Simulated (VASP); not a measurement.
Energy against volume of FeAl (CsCl type). These are PBE GGA with D3 dispersion (Becke-Johnson damping), VASP's PBE PAW potentials (set 64) (plane waves; VASP) values and carry that method's errors. Numerical set-up: 520 eV cut-off, 13×13×13 Γ-centred mesh, first-order Methfessel-Paxton smearing of 0.10 eV, potentials Al Fe.

```
V (Å³/atom)  E (eV/atom)
-----------  -----------
11.099          -6.70952
11.443          -6.71599
11.786          -6.70999
12.129          -6.69333
```

**Question.** Fit these four points and predict the energy of the run at 10.756 Å³/atom.

**Answer.** A cubic in V^(−2/3), the third-order Birch-Murnaghan form, passes through the four points with V0 = 11.44 Å³/atom and B0 = 194 GPa, and gives -6.6885 eV/atom there. The run gave -6.6884 eV/atom, +0.1 meV/atom from the fit; all five points give B0 = 194 GPa.

The compound is FeAl in the CsCl type structure. It was relaxed first, which changed the volume by -7 %. The run is not spin-polarised, so no magnetic state was tried.
